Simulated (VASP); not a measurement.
Method: vdW-DF-cx, VASP's PBE PAW potentials (set 64) (plane waves; VASP).

VASP ran on this input.

**KPOINTS**
```
Automatic mesh
0
Gamma
5 5 5
0 0 0
```

POSCAR:
```
BaHfO3
1.0
  4.1548964234   0.0000000000   0.0000000000
  0.0000000000   4.1548964234   0.0000000000
  0.0000000000   0.0000000000   4.1548964234
Ba Hf O
1 1 3
Direct
  0.0000000000   0.0000000000   0.0000000000
  0.5000000000   0.5000000000   0.5000000000
  0.5000000000   0.0000000000   0.5000000000
  0.0000000000   0.5000000000   0.5000000000
  0.5000000000   0.5000000000   0.0000000000
```

**INCAR**
```
SYSTEM = BaHfO3
PREC = Accurate; ENCUT = 520; LREAL = .FALSE.
LASPH = .TRUE.
EDIFF = 1E-6; NELM = 100; ALGO = Normal
LMAXMIX = 6
ISMEAR = 0; SIGMA = 0.05
GGA = CX; LUSE_VDW = .TRUE.; AGGAC = 0.0
IBRION = 2; NSW = 60; ISIF = 3
EDIFFG = -0.02
LWAVE = .FALSE.; LCHARG = .FALSE.
```

POTCAR, in this order: Ba_sv Hf_pv O (PBE.64 set). Program: vasp_std.

Output of the run:

### OSZICAR
```
       N       E                     dE             d eps       ncg     rms          rms(c)
DAV:   1     0.239690544843E+03    0.23969E+03   -0.21420E+04   460   0.161E+03
DAV:   2    -0.294971393730E+02   -0.26919E+03   -0.26546E+03   582   0.353E+02
DAV:   3    -0.415101971459E+02   -0.12013E+02   -0.11989E+02   587   0.738E+01
DAV:   4    -0.417332067055E+02   -0.22301E+00   -0.22295E+00   669   0.970E+00
DAV:   5    -0.417379460506E+02   -0.47393E-02   -0.47392E-02   627   0.862E-01    0.619E+01
DAV:   6    -0.352685032655E+02    0.64694E+01   -0.39544E+01   523   0.369E+01    0.539E+01
DAV:   7    -0.351703058371E+02    0.98197E-01   -0.23614E+00   616   0.101E+01    0.330E+01
DAV:   8    -0.351575012051E+02    0.12805E-01   -0.28081E-01   588   0.457E+00    0.519E+00
DAV:   9    -0.351424971155E+02    0.15004E-01   -0.10286E-01   579   0.198E+00    0.169E+00
DAV:  10    -0.351421162146E+02    0.38090E-03   -0.10951E-02   565   0.698E-01    0.471E-01
DAV:  11    -0.351420010322E+02    0.11518E-03   -0.80523E-04   586   0.197E-01    0.125E-01
DAV:  12    -0.351420348647E+02   -0.33832E-04   -0.82572E-05   617   0.635E-02    0.167E-01
DAV:  13    -0.351420382859E+02   -0.34212E-05   -0.94875E-06   594   0.221E-02    0.130E-02
DAV:  14    -0.351420384877E+02   -0.20185E-06   -0.64104E-07   426   0.571E-03
   1 F= -.35142038E+02 E0= -.35142038E+02  d E =-.351420E+02
       N       E                     dE             d eps       ncg     rms          rms(c)
DAV:   1    -0.351861873487E+02   -0.44149E-01   -0.11826E+00   460   0.841E+00    0.348E+00
DAV:   2    -0.351480604720E+02    0.38127E-01   -0.19663E-01   474   0.278E+00    0.774E-01
DAV:   3    -0.351422775929E+02    0.57829E-02   -0.12072E-02   610   0.799E-01    0.561E-01
DAV:   4    -0.351410075993E+02    0.12700E-02   -0.59536E-03   596   0.506E-01    0.439E-01
DAV:   5    -0.351410193674E+02   -0.11768E-04   -0.21319E-04   644   0.775E-02    0.593E-01
DAV:   6    -0.351410656466E+02   -0.46279E-04   -0.15457E-04   641   0.776E-02    0.136E-01
DAV:   7    -0.351410553377E+02    0.10309E-04   -0.23802E-05   638   0.290E-02    0.873E-02
DAV:   8    -0.351410523535E+02    0.29842E-05   -0.40783E-06   586   0.135E-02    0.617E-02
DAV:   9    -0.351410488053E+02    0.35482E-05   -0.91723E-06   586   0.176E-02    0.308E-02
DAV:  10    -0.351410483720E+02    0.43325E-06   -0.10670E-06   328   0.701E-03
   2 F= -.35141048E+02 E0= -.35141048E+02  d E =0.990116E-03
       N       E                     dE             d eps       ncg     rms          rms(c)
DAV:   1    -0.351580664169E+02   -0.17018E-01   -0.37997E-01   460   0.478E+00    0.195E+00
DAV:   2    -0.351458504504E+02    0.12216E-01   -0.62104E-02   474   0.156E+00    0.434E-01
DAV:   3    -0.351440178630E+02    0.18326E-02   -0.37795E-03   596   0.450E-01    0.310E-01
DAV:   4    -0.351436243158E+02    0.39355E-03   -0.18722E-03   554   0.285E-01    0.248E-01
DAV:   5    -0.351436259818E+02   -0.16661E-05   -0.71362E-05   658   0.456E-02    0.339E-01
DAV:   6    -0.351436534249E+02   -0.27443E-04   -0.50033E-05   634   0.444E-02    0.757E-02
DAV:   7    -0.351436506168E+02    0.28080E-05   -0.75669E-06   558   0.165E-02    0.488E-02
DAV:   8    -0.351436501765E+02    0.44037E-06   -0.12473E-06   363   0.792E-03
   3 F= -.35143650E+02 E0= -.35143650E+02  d E =-.161169E-02
```

OUTCAR:
```
------------------------ aborting loop because EDIFF is reached ----------------------------------------
  FORCE on cell =-STRESS in cart. coord.  units (eV):
  Direction    XX          YY          ZZ          XY          YZ          ZX
  --------------------------------------------------------------------------------------
  Total       -0.0354848     -0.0354848     -0.0354848      0.0000000      0.0000000     -0.0000000
  in kB       -0.7875977     -0.7875977     -0.7875977      0.0000000      0.0000000     -0.0000000
  external PRESSURE =      -0.7875977 kB  Pullay stress =       0.0000000 kB
  volume of cell :       72.19
      direct lattice vectors                 reciprocal lattice vectors
     4.163731973 -0.000000000  0.000000000     0.240169158 -0.000000000  0.000000000
     0.000000000  4.163731973  0.000000000     0.000000000  0.240169158  0.000000000
    -0.000000000 -0.000000000  4.163731973    -0.000000000 -0.000000000  0.240169158
 POSITION                                       TOTAL-FORCE (eV/Angst)
 -----------------------------------------------------------------------------------
      0.00000      0.00000      0.00000         0.000000      0.000000      0.000000
      2.08187      2.08187      2.08187        -0.000000      0.000000      0.000000
      2.08187     -0.00000      2.08187         0.000000     -0.000000      0.000000
      0.00000      2.08187      2.08187        -0.000000     -0.000000      0.000000
      2.08187      2.08187      0.00000         0.000000      0.000000      0.000000
 -----------------------------------------------------------------------------------
    total drift:                                0.000000     -0.000000     -0.000000
  FREE ENERGIE OF THE ION-ELECTRON SYSTEM (eV)
  ---------------------------------------------------
  free  energy   TOTEN  =       -35.1436501765 eV

  energy  without entropy=      -35.1436501765  energy(sigma->0) =      -35.14365018

 reached required accuracy - stopping structural energy minimisation
```
(Selected blocks of OUTCAR.)

File CONTCAR:
```
BaHfO3
   1.00000000000000
     4.1637319729207620   -0.0000000000000000    0.0000000000000000
     0.0000000000000000    4.1637319729207620    0.0000000000000000
    -0.0000000000000000   -0.0000000000000000    4.1637319729207620
  Ba              Hf              O
     1     1     3
Direct
     0.0000000000000000    0.0000000000000000    0.0000000000000000
     0.5000000000000000    0.5000000000000000    0.5000000000000000
     0.5000000000000000    0.0000000000000000    0.5000000000000000
     0.0000000000000000    0.5000000000000000    0.5000000000000000
     0.5000000000000000    0.5000000000000000    0.0000000000000000
```

The compound is BaHfO3 in the cubic perovskite structure. This run relaxes it. Symmetry was kept, so distortions that lower it aren't found. The start is the result of an earlier pass.
